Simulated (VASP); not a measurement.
Write the native input for VASP 6.6.1 that does the following.

* Task: band structure
* Functional: TB-mBJ
* Potentials or basis: VASP PAW PBE potentials, release 64 (W_sv, F)
* Cutoff: 520 eV
* k mesh: 11 × 11 × 11
* Occupations: fermi-dirac, width 0.05 eV
* Spin: no spin polarisation
* Further INCAR settings: ALGO = Normal; EDIFF = 1e-06; NBANDS = 18

Crystal: WF.

```xyz
2
Lattice="1.3659 0.7886 5.0696 -1.3659 0.7886 5.0696 0.0000 -1.5772 5.0696" Properties=species:S:1:pos:R:3 pbc="T T T"
W     0.0000    0.0000   12.3818
F     0.0000    0.0000   14.2525
```

The cell was built by a generator and needn't be a form met in nature.

The input as run:

POSCAR

```
WF
1.0
    1.3658900000      0.7886000000      5.0696000000
   -1.3658900000      0.7886000000      5.0696000000
    0.0000000000     -1.5771900000      5.0696000000
W F
1 1
Direct
    0.8141200000      0.8141200000      0.8141200000
    0.9371200000      0.9371200000      0.9371200000
```

INCAR.step1

```
SYSTEM = WF
  PREC = Accurate
  ENCUT = 520
  EDIFF = 1E-5
  ISMEAR = -1
  SIGMA = 0.05
  LREAL = .FALSE.
  LASPH = .TRUE.
  NELM = 60
  ALGO = Normal
  ISIF = 2
  LWAVE = .TRUE.
  LCHARG = .FALSE.
  LMAXMIX = 4
  NBANDS = 18
  GGA = PE
```

INCAR.step2

```
SYSTEM = WF
  PREC = Accurate
  ENCUT = 520
  EDIFF = 1E-6
  ISMEAR = -1
  SIGMA = 0.05
  LREAL = .FALSE.
  LASPH = .TRUE.
  NELM = 60
  ALGO = Normal
  ISIF = 2
  LWAVE = .FALSE.
  LCHARG = .FALSE.
  LMAXMIX = 4
  METAGGA = MBJ
  NBANDS = 18
  ISTART = 1
```

KPOINTS

```
Automatic mesh
0
G
  11 11 11
  0 0 0
```

KPOINTS_OPT

```
path GLB1,BZGX,QFP1Z,LP
15
line-mode
reciprocal
 0.0000000000  0.0000000000  0.0000000000  G
 0.5000000000  0.0000000000  0.0000000000  L

 0.5000000000  0.0000000000  0.0000000000  L
 0.5000000000  0.1827980402 -0.1827980402  B1

 0.8172019598  0.5000000000  0.1827980402  B
 0.5000000000  0.5000000000  0.5000000000  Z

 0.5000000000  0.5000000000  0.5000000000  Z
 0.0000000000  0.0000000000  0.0000000000  G

 0.0000000000  0.0000000000  0.0000000000  G
 0.3413990201  0.0000000000 -0.3413990201  X

 0.6586009799  0.3413990201  0.0000000000  Q
 0.5000000000  0.5000000000  0.0000000000  F

 0.5000000000  0.5000000000  0.0000000000  F
 0.6586009799  0.6586009799  0.1827980402  P1

 0.6586009799  0.6586009799  0.1827980402  P1
 0.5000000000  0.5000000000  0.5000000000  Z

 0.5000000000  0.0000000000  0.0000000000  L
 0.8172019598  0.3413990201  0.3413990201  P
```

Potentials or basis: VASP PAW PBE potentials, release 64 (W_sv, F).

Command:

```sh
$ cat potpaw_PBE.64/W_sv/POTCAR potpaw_PBE.64/F/POTCAR > POTCAR
$ cp INCAR.step1 INCAR
$ mpirun -np 1 vasp_std > vasp.out
$ cp INCAR.step2 INCAR
$ mpirun -np 1 vasp_std > vasp.out
```

It gave:

```yaml
Band_gap_along_the_path: none (metal or under the smearing width)
```

Caveat: spin-orbit coupling is left out, which moves the levels of the heavy elements; an odd number of electrons without spin polarisation forces a metal; a magnetic or distorted state may lie lower.

Wall time 6.5 min on 1 thread of Intel(R) Xeon(R) 6975P-C (Granite Rapids), on a shared host, peak memory 0.32 GiB.
